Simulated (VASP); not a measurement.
All values below come from PBE GGA, VASP's PBE PAW potentials (set 64) (plane waves; VASP 6.6.1).

A VASP calculation is set up with these files.

**KPOINTS**
```
Automatic mesh
0
Gamma
1 1 1
0 0 0
```

**INCAR**
```
SYSTEM = Pb31Te32
PREC = Normal
ENCUT = 400
EDIFF = 1E-5
NELM = 100
ALGO = Fast
LREAL = Auto
LASPH = .TRUE.
ISMEAR = 0
SIGMA = 0.05
GGA = PE
LMAXMIX = 4
LWAVE = .FALSE.
LCHARG = .FALSE.
NELMIN = 4
ISYM = 0
IBRION = 2
ISIF = 2
NSW = 60
EDIFFG = -0.03
```

POSCAR:
```
Pb31Te32
1
   13.1200611136    -0.0000000000    -0.0000000000
   -0.0000000000    13.1200611136     0.0000000000
    0.0000000000     0.0000000000    13.1200611136
Te Pb
32 31
Direct
  0.7500000000   0.2500000000   0.2500000000
  0.0000000000   0.5000000000   0.2500000000
  0.0000000000   0.2500000000   0.5000000000
  0.2500000000   0.2500000000   0.2500000000
  0.5000000000   0.5000000000   0.2500000000
  0.7500000000   0.7500000000   0.2500000000
  0.0000000000   0.0000000000   0.2500000000
  0.5000000000   0.2500000000   0.5000000000
  0.7500000000   0.5000000000   0.5000000000
  0.0000000000   0.7500000000   0.5000000000
  0.7500000000   0.2500000000   0.7500000000
  0.0000000000   0.5000000000   0.7500000000
  0.0000000000   0.2500000000   0.0000000000
  0.2500000000   0.7500000000   0.2500000000
  0.5000000000   0.0000000000   0.2500000000
  0.2500000000   0.5000000000   0.5000000000
  0.5000000000   0.7500000000   0.5000000000
  0.7500000000   0.0000000000   0.5000000000
  0.2500000000   0.2500000000   0.7500000000
  0.5000000000   0.5000000000   0.7500000000
  0.7500000000   0.7500000000   0.7500000000
  0.0000000000   0.0000000000   0.7500000000
  0.5000000000   0.2500000000   0.0000000000
  0.7500000000   0.5000000000   0.0000000000
  0.0000000000   0.7500000000   0.0000000000
  0.2500000000   0.0000000000   0.5000000000
  0.2500000000   0.7500000000   0.7500000000
  0.5000000000   0.0000000000   0.7500000000
  0.2500000000   0.5000000000   0.0000000000
  0.5000000000   0.7500000000   0.0000000000
  0.7500000000   0.0000000000   0.0000000000
  0.2500000000   0.0000000000   0.0000000000
  0.5000000000   0.0000000000   0.0000000000
  0.7500000000   0.2500000000   0.0000000000
  0.7500000000   0.0000000000   0.2500000000
  0.0000000000   0.0000000000   0.0000000000
  0.2500000000   0.2500000000   0.0000000000
  0.5000000000   0.5000000000   0.0000000000
  0.7500000000   0.7500000000   0.0000000000
  0.2500000000   0.0000000000   0.2500000000
  0.5000000000   0.2500000000   0.2500000000
  0.7500000000   0.5000000000   0.2500000000
  0.5000000000   0.0000000000   0.5000000000
  0.7500000000   0.2500000000   0.5000000000
  0.7500000000   0.0000000000   0.7500000000
  0.0000000000   0.5000000000   0.0000000000
  0.2500000000   0.7500000000   0.0000000000
  0.0000000000   0.2500000000   0.2500000000
  0.2500000000   0.5000000000   0.2500000000
  0.5000000000   0.7500000000   0.2500000000
  0.0000000000   0.0000000000   0.5000000000
  0.2500000000   0.2500000000   0.5000000000
  0.7500000000   0.7500000000   0.5000000000
  0.2500000000   0.0000000000   0.7500000000
  0.5000000000   0.2500000000   0.7500000000
  0.7500000000   0.5000000000   0.7500000000
  0.0000000000   0.7500000000   0.2500000000
  0.0000000000   0.5000000000   0.5000000000
  0.2500000000   0.7500000000   0.5000000000
  0.0000000000   0.2500000000   0.7500000000
  0.2500000000   0.5000000000   0.7500000000
  0.5000000000   0.7500000000   0.7500000000
  0.0000000000   0.7500000000   0.7500000000
```

POTCAR, in this order: Te Pb (PBE.64 set). Program: vasp_gam.

Output of the run:

### OUTCAR
```
 ion  position               nearest neighbor table
   1  0.750  0.250  0.250-  34 3.28  35 3.28  41 3.28  42 3.28  44 3.28  48 3.28
   2  0.000  0.500  0.250-  42 3.28  46 3.28  48 3.28  49 3.28  57 3.28  58 3.28
   3  0.000  0.250  0.500-  44 3.28  48 3.28  51 3.28  52 3.28  58 3.28  60 3.28
   4  0.250  0.250  0.250-  37 3.28  40 3.28  41 3.28  48 3.28  49 3.28  52 3.28
   5  0.500  0.500  0.250-  38 3.28  41 3.28  42 3.28  49 3.28  50 3.28
   6  0.750  0.750  0.250-  35 3.28  39 3.28  42 3.28  50 3.28  53 3.28  57 3.28
   7  0.000  0.000  0.250-  35 3.28  36 3.28  40 3.28  48 3.28  51 3.28  57 3.28
   8  0.500  0.250  0.500-  41 3.28  43 3.28  44 3.28  52 3.28  55 3.28
   9  0.750  0.500  0.500-  42 3.28  44 3.28  53 3.28  56 3.28  58 3.28
  10  0.000  0.750  0.500-  51 3.28  53 3.28  57 3.28  58 3.28  59 3.28  63 3.28
  11  0.750  0.250  0.750-  34 3.28  44 3.28  45 3.28  55 3.28  56 3.28  60 3.28
  12  0.000  0.500  0.750-  46 3.28  56 3.28  58 3.28  60 3.28  61 3.28  63 3.28
  13  0.000  0.250  0.000-  34 3.28  36 3.28  37 3.28  46 3.28  48 3.28  60 3.28
  14  0.250  0.750  0.250-  40 3.28  47 3.28  49 3.28  50 3.28  57 3.28  59 3.28
  15  0.500  0.000  0.250-  33 3.28  35 3.28  40 3.28  41 3.28  43 3.28  50 3.28
  16  0.250  0.500  0.500-  49 3.28  52 3.28  58 3.28  59 3.28  61 3.28
  17  0.500  0.750  0.500-  43 3.28  50 3.28  53 3.28  59 3.28  62 3.28
  18  0.750  0.000  0.500-  35 3.28  43 3.28  44 3.28  45 3.28  51 3.28  53 3.28
  19  0.250  0.250  0.750-  37 3.28  52 3.28  54 3.28  55 3.28  60 3.28  61 3.28
  20  0.500  0.500  0.750-  38 3.28  55 3.28  56 3.28  61 3.28  62 3.28
  21  0.750  0.750  0.750-  39 3.28  45 3.28  53 3.28  56 3.28  62 3.28  63 3.28
  22  0.000  0.000  0.750-  36 3.28  45 3.28  51 3.28  54 3.28  60 3.28  63 3.28
  23  0.500  0.250  0.000-  33 3.28  34 3.28  37 3.28  38 3.28  41 3.28  55 3.28
  24  0.750  0.500  0.000-  34 3.28  38 3.28  39 3.28  42 3.28  46 3.28  56 3.28
...
```

File OSZICAR:
```
       N       E                     dE             d eps       ncg     rms          rms(c)
DAV:   1     0.220867667654E+04    0.22087E+04   -0.10234E+05   380   0.112E+03
DAV:   2     0.101666615776E+03   -0.21070E+04   -0.20288E+04   560   0.193E+02
DAV:   3    -0.209094801116E+03   -0.31076E+03   -0.30461E+03   448   0.811E+01
DAV:   4    -0.225310768012E+03   -0.16216E+02   -0.16114E+02   480   0.178E+01
DAV:   5    -0.225937698715E+03   -0.62693E+00   -0.62532E+00   536   0.405E+00    0.419E+01
RMM:   6    -0.219167009454E+03    0.67707E+01   -0.14620E+01   388   0.400E+00    0.271E+01
RMM:   7    -0.219937525088E+03   -0.77052E+00   -0.25040E+01   395   0.482E+00    0.871E+00
RMM:   8    -0.219370967873E+03    0.56656E+00   -0.18593E+00   394   0.207E+00    0.630E+00
RMM:   9    -0.219125816310E+03    0.24515E+00   -0.70226E-01   402   0.967E-01    0.592E+00
RMM:  10    -0.219023792819E+03    0.10202E+00   -0.10848E+00   434   0.963E-01    0.373E+00
RMM:  11    -0.218956905313E+03    0.66888E-01   -0.14046E-01   390   0.447E-01    0.152E+00
RMM:  12    -0.218959738963E+03   -0.28336E-02   -0.47243E-02   475   0.212E-01    0.145E+00
RMM:  13    -0.218959277600E+03    0.46136E-03   -0.50514E-03   455   0.792E-02    0.123E+00
RMM:  14    -0.218959158710E+03    0.11889E-03   -0.15293E-03   456   0.357E-02    0.115E+00
RMM:  15    -0.218957896550E+03    0.12622E-02   -0.23260E-03   403   0.526E-02    0.607E-01
RMM:  16    -0.218958985291E+03   -0.10887E-02   -0.16379E-02   544   0.125E-01    0.616E-01
RMM:  17    -0.218958552453E+03    0.43284E-03   -0.62626E-04   402   0.322E-02    0.524E-01
RMM:  18    -0.218958305290E+03    0.24716E-03   -0.21372E-04   375   0.156E-02    0.462E-01
RMM:  19    -0.218957695392E+03    0.60990E-03   -0.17025E-03   531   0.355E-02    0.165E-01
RMM:  20    -0.218957618203E+03    0.77189E-04   -0.40847E-04   452   0.174E-02    0.623E-02
RMM:  21    -0.218957621084E+03   -0.28812E-05   -0.75695E-05   308   0.808E-03
   1 F= -.21895762E+03 E0= -.21891667E+03  d E =-.218958E+03
       N       E                     dE             d eps       ncg     rms          rms(c)
DAV:   1    -0.219005597595E+03   -0.47979E-01   -0.90856E-01   440   0.148E+00    0.417E-01
RMM:   2    -0.219009219789E+03   -0.36222E-02   -0.55640E-02   391   0.356E-01    0.161E-01
RMM:   3    -0.219010179382E+03   -0.95959E-03   -0.10695E-02   418   0.144E-01    0.157E-01
RMM:   4    -0.219010263943E+03   -0.84561E-04   -0.17054E-03   433   0.590E-02    0.797E-02
RMM:   5    -0.219010255255E+03    0.86883E-05   -0.37823E-04   399   0.302E-02    0.253E-02
RMM:   6    -0.219010268857E+03   -0.13602E-04   -0.13619E-04   386   0.156E-02    0.181E-02
RMM:   7    -0.219010271668E+03   -0.28112E-05   -0.21447E-05   237   0.690E-03
   2 F= -.21901027E+03 E0= -.21897002E+03  d E =-.526506E-01
       N       E                     dE             d eps       ncg     rms          rms(c)
DAV:   1    -0.219088635860E+03   -0.78367E-01   -0.82192E+00   396   0.444E+00    0.130E+00
RMM:   2    -0.219119181054E+03   -0.30545E-01   -0.46965E-01   392   0.106E+00    0.426E-01
RMM:   3    -0.219126623610E+03   -0.74426E-02   -0.84701E-02   418   0.425E-01    0.450E-01
RMM:   4    -0.219127329656E+03   -0.70605E-03   -0.14063E-02   432   0.173E-01    0.238E-01
RMM:   5    -0.219127202479E+03    0.12718E-03   -0.29421E-03   398   0.895E-02    0.674E-02
RMM:   6    -0.219127307700E+03   -0.10522E-03   -0.11572E-03   454   0.470E-02    0.504E-02
RMM:   7    -0.219127331755E+03   -0.24055E-04   -0.21073E-04   417   0.192E-02    0.235E-02
RMM:   8    -0.219127339814E+03   -0.80587E-05   -0.47058E-05   275   0.984E-03
   3 F= -.21912734E+03 E0= -.21908666E+03  d E =-.169719E+00
       N       E                     dE             d eps       ncg     rms          rms(c)
DAV:   1    -0.219026258835E+03    0.10107E+00   -0.32728E+01   380   0.891E+00    0.294E+00
RMM:   2    -0.219160591208E+03   -0.13433E+00   -0.18788E+00   390   0.213E+00    0.147E+00
RMM:   3    -0.219188622075E+03   -0.28031E-01   -0.33883E-01   420   0.857E-01    0.101E+00
RMM:   4    -0.219191103224E+03   -0.24811E-02   -0.58249E-02   436   0.353E-01    0.607E-01
RMM:   5    -0.219189824439E+03    0.12788E-02   -0.12771E-02   391   0.187E-01    0.167E-01
RMM:   6    -0.219190181749E+03   -0.35731E-03   -0.49760E-03   442   0.983E-02    0.113E-01
RMM:   7    -0.219190293050E+03   -0.11130E-03   -0.97302E-04   464   0.428E-02    0.615E-02
RMM:   8    -0.219190326500E+03   -0.33449E-04   -0.23021E-04   392   0.217E-02    0.115E-02
RMM:   9    -0.219190335887E+03   -0.93874E-05   -0.80801E-05   303   0.103E-02
   4 F= -.21919034E+03 E0= -.21914552E+03  d E =-.232715E+00
       N       E                     dE             d eps       ncg     rms          rms(c)
DAV:   1    -0.219187481880E+03    0.28446E-02   -0.11024E+00   440   0.164E+00    0.613E-01
RMM:   2    -0.219191966786E+03   -0.44849E-02   -0.62606E-02   386   0.392E-01    0.236E-01
RMM:   3    -0.219192825856E+03   -0.85907E-03   -0.11758E-02   413   0.159E-01    0.161E-01
RMM:   4    -0.219192930412E+03   -0.10456E-03   -0.20406E-03   426   0.657E-02    0.832E-02
RMM:   5    -0.219192911742E+03    0.18670E-04   -0.39512E-04   399   0.332E-02    0.355E-02
RMM:   6    -0.219192922179E+03   -0.10436E-04   -0.15391E-04   403   0.178E-02    0.205E-02
RMM:   7    -0.219192924397E+03   -0.22183E-05   -0.27372E-05   250   0.795E-03
   5 F= -.21919292E+03 E0= -.21914801E+03  d E =-.235303E+00
       N       E                     dE             d eps       ncg     rms          rms(c)
DAV:   1    -0.219213917668E+03   -0.20995E-01   -0.16194E+00   392   0.197E+00    0.714E-01
RMM:   2    -0.219222015224E+03   -0.80976E-02   -0.10565E-01   386   0.499E-01    0.289E-01
RMM:   3    -0.219223625792E+03   -0.16106E-02   -0.17628E-02   419   0.197E-01    0.227E-01
RMM:   4    -0.219223675540E+03   -0.49747E-04   -0.26668E-03   411   0.795E-02    0.110E-01
RMM:   5    -0.219223674132E+03    0.14079E-05   -0.65391E-04   412   0.394E-02    0.486E-02
RMM:   6    -0.219223693206E+03   -0.19074E-04   -0.22689E-04   427   0.208E-02    0.269E-02
RMM:   7    -0.219223694152E+03   -0.94607E-06   -0.41832E-05   265   0.929E-03
   6 F= -.21922369E+03 E0= -.21917875E+03  d E =-.307698E-01
       N       E                     dE             d eps       ncg     rms          rms(c)
DAV:   1    -0.219224953372E+03   -0.12602E-02   -0.18876E+00   380   0.213E+00    0.802E-01
RMM:   2    -0.219234612355E+03   -0.96590E-02   -0.12317E-01   386   0.538E-01    0.336E-01
RMM:   3    -0.219236483957E+03   -0.18716E-02   -0.20457E-02   420   0.212E-01    0.243E-01
RMM:   4    -0.219236560498E+03   -0.76541E-04   -0.31683E-03   416   0.858E-02    0.119E-01
RMM:   5    -0.219236556547E+03    0.39517E-05   -0.75683E-04   406   0.424E-02    0.537E-02
RMM:   6    -0.219236580589E+03   -0.24043E-04   -0.27180E-04   435   0.231E-02    0.309E-02
RMM:   7    -0.219236581270E+03   -0.68081E-06   -0.59296E-05   288   0.106E-02
   7 F= -.21923658E+03 E0= -.21919174E+03  d E =-.436569E-01
       N       E                     dE             d eps       ncg     rms          rms(c)
DAV:   1    -0.219236796162E+03   -0.21557E-03   -0.10825E-01   424   0.509E-01    0.198E-01
RMM:   2    -0.219237369161E+03   -0.57300E-03   -0.71426E-03   384   0.129E-01    0.806E-02
RMM:   3    -0.219237486856E+03   -0.11769E-03   -0.12589E-03   419   0.515E-02    0.591E-02
RMM:   4    -0.219237494598E+03   -0.77425E-05   -0.19912E-04   409   0.211E-02    0.303E-02
RMM:   5    -0.219237494484E+03    0.11442E-06   -0.42981E-05   284   0.104E-02
   8 F= -.21923749E+03 E0= -.21919271E+03  d E =-.445701E-01
```

OUTCAR:
```
------------------------ aborting loop because EDIFF is reached ----------------------------------------
  FORCE on cell =-STRESS in cart. coord.  units (eV):
  Direction    XX          YY          ZZ          XY          YZ          ZX
  --------------------------------------------------------------------------------------
  Total       17.8633994     17.8634655     17.8613016      0.0002803      0.0000694      0.0002493
  in kB       12.6726405     12.6726874     12.6711523      0.0001988      0.0000493      0.0001769
  external PRESSURE =      12.6721601 kB  Pullay stress =       0.0000000 kB
  volume of cell :     2258.43
      direct lattice vectors                 reciprocal lattice vectors
    13.120061114  0.000000000  0.000000000     0.076219157  0.000000000  0.000000000
     0.000000000 13.120061114  0.000000000     0.000000000  0.076219157  0.000000000
     0.000000000  0.000000000 13.120061114     0.000000000  0.000000000  0.076219157
  FREE ENERGIE OF THE ION-ELECTRON SYSTEM (eV)
  ---------------------------------------------------
  free  energy   TOTEN  =      -219.2374944837 eV

  energy  without entropy=     -219.1479245770  energy(sigma->0) =     -219.19270953

 reached required accuracy - stopping structural energy minimisation
```
(Selected blocks of OUTCAR.)

File CONTCAR:
```
Pb31Te32
   1.00000000000000
    13.1200611136000003    0.0000000000000000    0.0000000000000000
     0.0000000000000000   13.1200611136000003    0.0000000000000000
     0.0000000000000000    0.0000000000000000   13.1200611136000003
  Te              Pb
    32    31
Direct
     0.7501140225604681    0.2498819386628905    0.2498859787941649
     0.9999996205309643    0.4999985181866067    0.2455070530865172
     0.9999999753490463    0.2455056793904285    0.5000012444629589
     0.2498795231987593    0.2498829796953203    0.2498841596186988
     0.5000002719576097    0.4999978975761101    0.2397784185644472
     0.7501154758733759    0.7501164608360956    0.2498827228038385
     0.9999994956692787    0.9999984256263894    0.2478518249452823
     0.5000007978629866    0.2397779556719568    0.4999990199788526
     0.7602227612309078    0.4999981981071277    0.4999999504526835
     0.0000039203520776    0.7544910821830930    0.4999995564753766
     0.7501180299924477    0.2498850680047992    0.7501204580004249
     0.0000013511667810    0.4999983243210738    0.7544911698793546
     0.0000010410938551    0.2478484992673981    0.0000004138451461
     0.2498795861975106    0.7501168978839314    0.2498844959541911
     0.4999996073350920    0.9999970693036304    0.2455090510459309
     0.2397777919011280    0.4999989110605392    0.5000017266149462
     0.5000020073888947    0.7602222508183765    0.5000016337347388
     0.7544918336949028    0.9999981757185452    0.5000018072391076
     0.2498821112415825    0.2498825210600296    0.7501193696404028
     0.5000007396972386    0.4999991053046246    0.7602218697172757
     0.7501179722587641    0.7501188693267429    0.7501190794190064
     0.9999998926540091    0.9999980932068444    0.7521494478736616
     0.5000006812597062    0.2455059163610333    0.0000020699384906
     0.7544893068173596    0.4999996711233977    0.9999991395804610
     0.0000007056516553    0.7521470725939160    0.9999994714382084
     0.2455082357029045    0.9999959521564722    0.5000015353122967
     0.2498829592779965    0.7501166855496212    0.7501188613637777
     0.5000002840173104    0.9999995225094712    0.7544918170096068
     0.2455095867520980    0.4999986822862738    0.0000011357791615
     0.5000011530720286    0.7544879341614200    0.9999999565851627
     0.7521502925081104    0.9999986328840749    0.0000017513886963
     0.2478512985205830    0.9999986822907098    0.0000013388647046
     0.4999966204359404    0.0000047782778408    0.0000007989330834
     0.7470322779416309    0.2529693905613874    0.9999877831979135
     0.7470367871247003    0.9999974608127732    0.2529659868894265
     0.9999948303130533    0.0000014444932429    0.0000006746826586
     0.2529646593855879    0.2529678302990386    0.0000001711405904
     0.5000031648213805    0.5000084736703010    0.9999994709144283
     0.7470348533002724    0.7470357299990298    0.0000022789540467
     0.2529661880737170    0.9999957362568144    0.2529646645165392
     0.5000049864991870    0.2554972449104932    0.2554912444484800
     0.7445104318635384    0.5000019289497961    0.2554848833577368
     0.5000000722405492    0.0000030201601566    0.5000006944624819
     0.7445083444430979    0.2554948558969748    0.4999869652560762
     0.7470356462158716    0.9999933238466925    0.7470335089638686
     0.9999982000316027    0.4999995776175281    0.9999971440656217
     0.2529633189919461    0.7470337897423733    0.9999926617475232
     0.0000046494538997    0.2529722834258740    0.2529613611947022
     0.2554910411655027    0.4999954884835283    0.2554836559549955
     0.5000012389849342    0.7445112805172959    0.2554951698078313
     0.0000001770869211    0.0000050691878969    0.4999946496453189
     0.2554908355795215    0.2554918739683757    0.5000000359274291
     0.7445073267284740    0.7445089822047404    0.5000044677069687
     0.2529683561108844    0.9999984747294934    0.7470335122942541
     0.4999974196388421    0.2554903392993297    0.7445133293336782
     0.7445081719420875    0.4999966095122441    0.7445194316814792
     0.0000065304025667    0.7470370144237753    0.2529650296547410
     0.0000006016281301    0.5000007233017334    0.4999993761119220
     0.2554858712748192    0.7445120955681143    0.4999959944234503
     0.9999997027752839    0.2529707967448499    0.7470353130942211
     0.2554903918721549    0.5000029045567658    0.7445151546700823
     0.4999980371690242    0.7445005003411659    0.7445098370497557
     0.9999969337174461    0.7470393051114304    0.7470372205111215
```

### OUTCAR
```
 val. band max:        3.9354040490   @ k =   0.0000   0.0000   0.0000

 cond. band min:       4.6933209928   @ k =   0.0000   0.0000   0.0000


 Fermi energy:         3.9541017862

 k-point     1 :       0.0000    0.0000    0.0000
  band No.  band energies     occupation
      1      -7.6800      2.00000
      2      -7.0776      2.00000
      3      -7.0776      2.00000
      4      -7.0776      2.00000
      5      -7.0614      2.00000
      6      -7.0613      2.00000
      7      -6.9493      2.00000
      8      -6.5645      2.00000
      9      -6.5645      2.00000
     10      -6.5645      2.00000
     11      -6.5316      2.00000
     12      -6.5315      2.00000
     13      -6.4998      2.00000
     14      -6.4997      2.00000
     15      -6.4996      2.00000
     16      -6.4990      2.00000
     17      -6.4989      2.00000
     18      -6.4988      2.00000
     19      -6.3962      2.00000
     20      -6.3678      2.00000
     21      -6.2734      2.00000
     22      -6.2734      2.00000
     23      -6.2733      2.00000
     24      -6.1814      2.00000
     25      -6.1813      2.00000
     26      -6.1806      2.00000
     27      -6.0180      2.00000
     28      -6.0180      2.00000
     29      -6.0180      2.00000
     30      -5.9964      2.00000
     31      -5.9536      2.00000
     32      -5.9535      2.00000
     33      -4.5526      2.00000
     34      -4.5526      2.00000
     35      -4.5526      2.00000
     36      -4.3502      2.00000
     37      -4.0447      2.00000
     38      -4.0447      2.00000
     39      -4.0447      2.00000
     40      -4.0004      2.00000
     41      -4.0004      2.00000
     42      -3.9495      2.00000
     43      -3.9495      2.00000
     44      -3.9495      2.00000
     45      -3.9418      2.00000
     46      -3.9417      2.00000
     47      -3.9417      2.00000
     48      -3.9321      2.00000
     49      -3.9270      2.00000
     50      -3.9270      2.00000
     51      -3.9270      2.00000
...
```

The supercell is sampled at Γ alone, which is coarse: total energies, pressure and levels can be off, energies of defects by several tenths of an eV. Unless said otherwise, spin-orbit coupling is left out, though it shifts the bands of the heavy elements here.

The cell is a supercell with a defect, built from PbTe (rock salt): vac_Pb. The run is not spin-polarised, so no state with unpaired spins was tried.
